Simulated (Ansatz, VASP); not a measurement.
# PN: VASP beside Ansatz

Wanted: the spread between two codes on one cell, functional and k mesh. The cell is generated by rule, not measured, and may not be a known phase. The cell is taken from a series of runs on this material, whose earlier steps may have relaxed, scaled, displaced or heated it; both programs get it as it stands.

Program: Ansatz 0.2.0. Level of theory: plane waves, with VASP 6.6.1 beside it; single point at PBE. Results are calculated unless marked as measured.

## 1. The starting structure

It takes space group Fm-3m (No. 225, cubic). Conventional cell: a = 4.308 Å, b = 4.308 Å, c = 4.308 Å, α = 90.00°, β = 90.00°, γ = 90.00°. Nearest to P lie 6 N at 2.15 Å. Nearest to N lie 6 P at 2.15 Å. Farther neighbours and most contacts between anions are not listed.

## 2. VASP: single point, PBE, pair 1

A single point gives forces, pressure and levels at one fixed geometry, so differences don't come from the geometry; what else differs is listed under the comparison.

Lines of VASP's logs that name or quote its potential files are left out, and so is its time.

Contents of INCAR:

```
SYSTEM = PN
PREC = Accurate
ENCUT = 600
EDIFF = 1E-06
NELM = 120
ISMEAR = 0
SIGMA = 0.02
LREAL = .FALSE.
ALGO = Normal
GGA = PE
NBANDS = 11
LORBIT = 11
LWAVE = .FALSE.
LCHARG = .FALSE.
ISIF = 2
LASPH = .TRUE.
GGA_COMPAT = .FALSE.
```

Contents of POSCAR:

```
PN
1.0
    1.5230541017      0.8793356956      2.4871382353
   -1.5230541017      0.8793356956      2.4871382353
    0.0000000000     -1.7586713912      2.4871382353
P N
1 1
Direct
    0.5000000000      0.5000000000      0.5000000000
    1.0000000000      0.0000000000      1.0000000000
```

Contents of KPOINTS:

```
Automatic mesh
0
Gamma
16 16 16
0 0 0
```

The projector-augmented-wave data sets are P and N (PBE family, release 64).

Command:

```
$ mpirun -np 1 vasp_std
```

Numbers of over 12 decimals in the logs are rounded to 6 here.

The log of the run:

```text
[banner, memory and clock lines left out]
running    1 mpi-ranks, on    1 nodes
 distrk:  each k-point on    1 cores,    1 groups
 distr:  one band on    1 cores,    1 groups

 POSCAR found type information on POSCAR P N
 POSCAR found :  2 types and       2 ions
 LDA part: xc-table for (Slater+PW92), standard interpolation
 POSCAR, INCAR and KPOINTS ok, starting setup
 FFT: planning ... GRIDC
 FFT: planning ... GRID_SOFT
 FFT: planning ... GRID
 WAVECAR not read
 entering main loop
       N       E                     dE             d eps       ncg     rms          rms(c)
DAV:   1     0.215219662049E+02    0.21522E+02   -0.55279E+03  3190   0.948E+02
DAV:   2    -0.111206015476E+02   -0.32643E+02   -0.30753E+02  4257   0.162E+02
DAV:   3    -0.123261388311E+02   -0.12055E+01   -0.11987E+01  4020   0.272E+01
DAV:   4    -0.123309805982E+02   -0.48418E-02   -0.48406E-02  3638   0.184E+00
DAV:   5    -0.123310050131E+02   -0.24415E-04   -0.24414E-04  3850   0.132E-01    0.905E+00
DAV:   6    -0.115002425452E+02    0.83076E+00   -0.86653E+00  3885   0.156E+01    0.436E+00
DAV:   7    -0.114612549750E+02    0.38988E-01   -0.48489E-01  3577   0.476E+00    0.351E+00
DAV:   8    -0.114659648330E+02   -0.47099E-02   -0.56570E-02  3496   0.199E+00    0.973E-01
DAV:   9    -0.114620848704E+02    0.38800E-02   -0.21765E-02  3750   0.872E-01    0.833E-02
DAV:  10    -0.114621452645E+02   -0.60394E-04   -0.43851E-04  3453   0.177E-01    0.189E-02
DAV:  11    -0.114621443078E+02    0.95672E-06   -0.87254E-06  3891   0.258E-02
   1 F= -.11462144E+02 E0= -.11462080E+02  d E =-.128246E-03
```

From OUTCAR (step 2):

```text
ion  position               nearest neighbor table
   1  0.500  0.500  0.500-   2 2.15   2 2.15   2 2.15   2 2.15   2 2.15   2 2.15
   2  0.000  0.000  0.000-   1 2.15   1 2.15   1 2.15   1 2.15   1 2.15   1 2.15

  LATTYP: Found a face centered cubic cell.
 ALAT       =     4.3078490372

 Subroutine GETGRP returns: Found 48 space group operations
 (whereof 48 operations were pure point group operations)

The static configuration has the point symmetry O_h .

 Found    145 irreducible k-points:

   k-points           NKPTS =    145   k-points in BZ     NKDIM =    145   number of bands    NBANDS=     11

   dimension x,y,z NGX =    24 NGY =   24 NGZ =   24
   dimension x,y,z NGXF=    48 NGYF=   48 NGZF=   48

   ENCUT  =  600.0 eV  44.10 Ry    6.64 a.u.   6.08  6.08  6.08*2*pi/ulx,y,z

   NELECT =      10.0000    total number of electrons

 k-points in reciprocal lattice and weights: Automatic mesh
   0.00000000  0.00000000  0.00000000       0.000
   0.06250000 -0.00000000  0.00000000       0.002
   0.12500000 -0.00000000  0.00000000       0.002
   0.18750000 -0.00000000 -0.00000000       0.002
   0.25000000 -0.00000000  0.00000000       0.002
   0.31250000 -0.00000000  0.00000000       0.002
   0.37500000 -0.00000000 -0.00000000       0.002
   0.43750000 -0.00000000  0.00000000       0.002
   0.50000000 -0.00000000  0.00000000       0.001
[...]
-0.31250000  0.50000000  0.18750000       0.003
  -0.25000000  0.50000000  0.25000000       0.001

 average (electrostatic) potential at core
       1 -80.2932       2 -59.9389

 E-fermi :  10.7030

 k-point     1 :       0.0000    0.0000    0.0000
  band No.  band energies     occupation
      1      -9.7150      2.00000
      2       6.0268      2.00000
      3       6.8672      2.00000
      4       6.8673      2.00000
      5       6.8673      2.00000
      6      15.8738      0.00000
      7      15.8738      0.00000
      8      15.8738      0.00000
      9      18.3291      0.00000
     10      18.3291      0.00000
    ...

 k-point     2 :       0.0625   -0.0000    0.0000
  band No.  band energies     occupation
      1      -9.6388      2.00000
      2       5.1764      2.00000
      3       6.8557      2.00000
      4       6.8557      2.00000
      5       7.5670      2.00000
      6      15.5509      0.00000
      7      15.5509      0.00000
      8      15.5887      0.00000
      9      18.3524      0.00000
     10      18.5125      0.00000
    ...

 k-point     3 :       0.1250   -0.0000    0.0000
  band No.  band energies     occupation
      1      -9.4112      2.00000
      2       3.9036      2.00000
      3       6.8266      2.00000
      4       6.8266      2.00000
      5       8.3933      2.00000
      6      14.7964      0.00000
      7      14.7964      0.00000
      8      14.9413      0.00000
      9      18.4095      0.00000
     10      19.0107      0.00000
    ...

  Total        0.6702564      0.6702564      0.6702571      0.0000000      0.0000000     -0.0000000
  in kB       53.7316674     53.7316674     53.7317237      0.0000000      0.0000000     -0.0000000
  external PRESSURE =      53.7316862 kB  Pullay stress =       0.0000000 kB

  energy-cutoff  :      600.00
  volume of cell :       19.99
      direct lattice vectors                 reciprocal lattice vectors
     1.523054102  0.879335696  2.487138235     0.328287747  0.189537019  0.134022841
    -1.523054102  0.879335696  2.487138235    -0.328287747  0.189537019  0.134022841
     0.000000000 -1.758671391  2.487138235     0.000000000 -0.379074039  0.134022841

 POSITION                                       TOTAL-FORCE (eV/Angst)
 -----------------------------------------------------------------------------------
      0.00000      0.00000      3.73071         0.000000     -0.000000      0.000000
      0.00000      0.00000      0.00000        -0.000000      0.000000      0.000000
 -----------------------------------------------------------------------------------
    total drift:                               -0.000000     -0.000000     -0.000000

  FREE ENERGIE OF THE ION-ELECTRON SYSTEM (eV)
  ---------------------------------------------------
  free  energy   TOTEN  =       -11.4621443078 eV

  energy  without entropy=      -11.4620160623  energy(sigma->0) =      -11.46208019

 total charge
# of ion       s       p       d       tot
------------------------------------------
    1        1.245   1.010   0.000   2.255
    2        1.301   2.273   0.000   3.574
--------------------------------------------------
tot          2.546   3.283   0.000   5.829

[... 3 further parts left out ...]
```

The run ends at a pressure of 5.37 GPa.

## 3. Ansatz: single point, PBE, pair 1

Ansatz runs on its default PAW (the set named soft_2) files.

The same cell, functional, mesh and smearing now go to Ansatz, which takes its cutoff from its data sets.

Contents of input.yaml:

```yaml
crystal:
  lattice:
    - [1.5230541017, 0.8793356956, 2.4871382353]
    - [-1.5230541017, 0.8793356956, 2.4871382353]
    - [0.0, -1.7586713912, 2.4871382353]
  atoms:
    - { symbol: P, position: [0.5, 0.5, 0.5] }
    - { symbol: "N", position: [0.0, 0.0, 0.0] }
kpoints:
  mp_grid: { grid: [16, 16, 16] }
hamiltonian:
  xc: pbe
scf:
  occupations: { method: gaussian, width: 0.02 }
output:
  forces: true
  stress: true
  eigenvalues: true
```

Command:

```
$ ansatz run input.yaml --threads 4 --pin off --max-ram 8192MiB --backend cpu --events-out ev --progress --plain --runs-dir out
```

The log of the run:

```text
Engine: ansatz 0.2.0, aarch64-unknown-linux-gnu
Pseudopotentials: kind: paw
Pseudopotential: P, paw, valence charge 5, recommended cutoff 420 eV (normal), P.paw.azcp
Pseudopotential: N, paw, valence charge 5, recommended cutoff 420 eV (normal), N.paw.azcp
Functional definition: PBE
  parameter kappa = 0.804
  parameter beta = 0.066725
  exchange = pbe_x(kappa = kappa, mu = beta*pi^2/3)
  correlation = pbe_c(beta = beta)
Crystal: 2 atoms, lattice volume = 19.986 Å³
Basis set: ecut = 420 eV, 387 PW (Γ), exchange–correlation on 48×48×48 points (8 copies of the dense FFT grid, shifted against one another)
Bands: 9, of which v1, the nominal top of the filled ones, is band 5 counted from 1 (4 counted from 0)
Symmetry: 48 space group operations
Space group: Fm-3m (ITA 225), of the structure as read, at distance tolerance 2.7e-5 Å
k-points: 145 of 4096
Non-local potential: P, projectors of the file, l = 0: 2, l = 1: 2, l = 2: 2
Non-local potential: N, projectors of the file, l = 0: 2, l = 1: 2, l = 2: 1
PAW form: soft (Blöchl's): semilocal exchange-correlation on the pseudo side does not see the compensation charge
PAW one-centre angular grid: P, 110 points (default); XC on 64 Gauss nodes
PAW one-centre angular grid: N, 110 points (default); XC on 64 Gauss nodes
Initial density: superposition of atomic densities (neutral atoms: chi_scale 0, normalization atom), corrected by the library's trained network
Initial wavefunctions: pseudopotential atomic-orbital guess
Functional: x = pbe(κ = 0.804, μ = 0.219515), c = pbe(β = 0.066725)
SCF iter   1: F=—  HF=-1137.381945 eV  |F-HF|=—  |Δ(HF+E_count)|=         —  Δρ=2.32e-3  dr2=7.28e-4  ethr=1.77e-3  ⟨swp⟩=6.2  Hψ=10212  notcnv=0
preconditioner: auto → none  [metal: Δε(μ)=0.020 eV  Ē_g=13.108 eV  σ=0.020 eV  W_gap=0.44  n_scr=0 (ndim 8)  ℏωp=26.3 eV  f_vac=0.000  D(μ)=0.63/eV (n_scr^D=0)]
SCF iter   2: F=—  HF=-1137.381919 eV  |F-HF|=—  |Δ(HF+E_count)|=   2.52e-5  Δρ=1.13e-3  dr2=1.54e-4  ethr=7.28e-6  ⟨swp⟩=2.1  Hψ=3117  notcnv=0  defer=1
SCF iter   3: F=—  HF=-1137.381984 eV  |F-HF|=—  |Δ(HF+E_count)|=   6.50e-5  Δρ=8.60e-5  dr2=1.20e-6  ethr=1.54e-6  ⟨swp⟩=2.1  Hψ=1916  notcnv=0  defer=1
SCF iter   4: F=—  HF=-1137.381985 eV  |F-HF|=—  |Δ(HF+E_count)|=   9.73e-7  Δρ=2.19e-5  dr2=8.41e-8  ethr=1.20e-8  ⟨swp⟩=1.8  Hψ=1817  notcnv=0  defer=1
iter 5 did not close the SCF: its close was put off for the readings that it lacked (scf_convergence_deferred on its scf_iter line)
SCF iter   5: F=-1137.381985 eV  HF=-1137.381985 eV  |F-HF|=1.20e-9  |Δ(HF+E_count)|=   2.77e-9  Δρ=3.20e-6  dr2=2.02e-9  ethr=8.41e-10  ⟨swp⟩=2.0  Hψ=1799  notcnv=0  defer=1
SCF iter   6: F=-1137.381985 eV  HF=-1137.381985 eV  |F-HF|=1.57e-11  |Δ(HF+E_count)|=  1.84e-11  Δρ=3.48e-7  dr2=2.38e-11  ethr=2.02e-11  ⟨swp⟩=1.5  Hψ=3908  notcnv=0
SCF 1 converged in 6 iterations: F = -1137.381985 eV  dr2 = 2.38e-11
  greatest PAW one-centre occupation: 0.876 electrons in one spin orbital (limit 2), on the P atom at site 0 (counted from 0), in its partial waves of l = 0
SCF converged after 6 iterations
Free energy (F): -1137.381985 eV
Harris-Foulkes:  -1137.381985 eV  (|F-HF|=1.57e-11)
Internal energy: -1137.381857 eV  (E = F + TS)
E sigma→0 (E₀):  -1137.381921 eV
Entropy (-TS):   -0.000128 eV (-0.064 meV/atom)
Fermi energy:    12.796629 eV
--- Per-component energies (eV) ---
  E_band       = 41.698156
  E_kinetic    = 197.400677
  E_local      = -174.741759  (includes V_loc(G=0)·N_el)
  E_nonlocal   = 80.175321
  E_hartree    = 50.431870
  E_xc         = -121.030998
  E_vxc        = -136.651511  (∫ρ·V_xc dr)
  E_paw        = -695.411896  (= ΣΔE_a)
  E_vpaw       = -25.348458  (= ΣTr[D̂ρ^β])
  E_aug_tail   = 0.000089  (compensation charges beyond the density's cutoff)
  E_ewald      = -474.205161
  E_smearing   = -0.000128  (= −TS)
  E_closure    = 0.000000  (closes the sum)
  Σ components = -1137.381985   (vs F -1137.381985, Δ=0.00e0)
--- Forces (eV/Å), atoms counted from 1 ---
  atom   1  P      0.00000000    -0.00000000    -0.00000000
  atom   2  N      0.00000000    -0.00000000     0.00000000
  max |Σ_I F_I| component: 7.40e-31 eV/Å
--- Stress (GPa, compression-positive) ---
        5.836608       0.000000       0.000000
        0.000000       5.836608       0.000000
        0.000000       0.000000       5.836608
  P = ⅓ Tr σ = 5.8366 GPa (58.366 kbar)
--- Band table (eV; the first three rows and the last of 145) ---
  k-point 0: bands = ["-7.6210", "8.1179", "8.9591", "8.9591", "8.9591", "17.9697", "17.9697", "17.9697", "20.3388"]
  k-point 1: bands = ["-7.5448", "7.2679", "8.9473", "8.9473", "9.6589", "17.6453", "17.6453", "17.6836", "20.3679"]
  k-point 2: bands = ["-7.3176", "5.9950", "8.9183", "8.9183", "10.4854", "16.8900", "16.8900", "17.0358", "20.4330"]
  k-point 144: bands = ["-2.9436", "1.7900", "3.6681", "3.6681", "11.4986", "14.0519", "18.3643", "18.3643", "22.3330"]
```

In the SCF lines HF is the Harris–Foulkes energy and dr2 the Hartree energy of the density residual, in eV; the loop may stop once dr2 is under the threshold and the program's other checks hold. Hψ counts applications of the Hamiltonian.

The run ends at a pressure of 5.84 GPa.

## 4. Differences

Known differences besides the potentials themselves: the cutoff is 420 eV in Ansatz and 600 eV in VASP. Total energies have different zeros and are not compared.

Compared:

| quantity | Ansatz | VASP | difference |
| --- | --- | --- | --- |
| pressure (GPa) | 5.84 | 5.37 | +0.46 |

## 5. VASP: single point, PBE, pair 2

A single point gives forces, pressure and levels at one fixed geometry, so differences don't come from the geometry; what else differs is listed under the comparison. The cell compared in this pair holds 20.91 Å³, against 19.99 Å³ for the pair before.

INCAR is that of step 2.

Contents of POSCAR:

```
PN
1.0
    1.5462513787      0.8927286497      2.5250192499
   -1.5462513787      0.8927286497      2.5250192499
    0.0000000000     -1.7854572995      2.5250192499
P N
1 1
Direct
    0.5000000000      0.5000000000      0.5000000000
    0.0000000000      0.0000000000      0.0000000000
```

KPOINTS is that of step 2.

Command:

```
$ mpirun -np 1 vasp_std
```

The log of the run:

```text
[... set-up lines as in an earlier step ...]
 entering main loop
       N       E                     dE             d eps       ncg     rms          rms(c)
DAV:   1     0.197885373725E+02    0.19789E+02   -0.54826E+03  3198   0.944E+02
DAV:   2    -0.111820512936E+02   -0.30971E+02   -0.29312E+02  4335   0.156E+02
DAV:   3    -0.123598002214E+02   -0.11777E+01   -0.11723E+01  3971   0.265E+01
DAV:   4    -0.123646531695E+02   -0.48529E-02   -0.48518E-02  3581   0.183E+00
[...]
DAV:  10    -0.114694676158E+02   -0.53533E-04   -0.45444E-04  3495   0.179E-01    0.189E-02
DAV:  11    -0.114694647045E+02    0.29112E-05   -0.10454E-05  3743   0.218E-02    0.673E-03
DAV:  12    -0.114694644867E+02    0.21789E-06   -0.13376E-06  2827   0.100E-02
   1 F= -.11469464E+02 E0= -.11469431E+02  d E =-.665165E-04
```

From OUTCAR (step 5):

```text
  Total       -0.3956693     -0.3956693     -0.3956697      0.0000000      0.0000000      0.0000000
  in kB      -30.3128963    -30.3128963    -30.3129281      0.0000000      0.0000000      0.0000000
  external PRESSURE =     -30.3129069 kB  Pullay stress =       0.0000000 kB

 POSITION                                       TOTAL-FORCE (eV/Angst)
 -----------------------------------------------------------------------------------
      0.00000     -0.00000      3.78753         0.000000      0.000000      0.000000
      0.00000      0.00000      0.00000        -0.000000     -0.000000     -0.000000
 -----------------------------------------------------------------------------------
    total drift:                                0.000000      0.000000      0.000000

  FREE ENERGIE OF THE ION-ELECTRON SYSTEM (eV)
  ---------------------------------------------------
  free  energy   TOTEN  =       -11.4694644867 eV

  energy  without entropy=      -11.4693979702  energy(sigma->0) =      -11.46943123

[... 1 part as in an earlier step ...]

[... 2 further parts left out ...]
[key lines of the parts left out:]
E-fermi :   9.8798
```

The run ends at a pressure of -3.03 GPa.

[end of part 1 of 2]

[Lines on the potential files, build, host, timing and source positions are cut from VASP's logs without a mark.]

[Logs are printed without paths, hosts, clocks, repeated set-up lines and the standing remarks that a program may print on its own settings, such as how far it seeks lower states.]

[Hosts, paths, dates, database ids (printed as entryN), source tags and the programs' standing remarks are cut or masked in the printed files.]
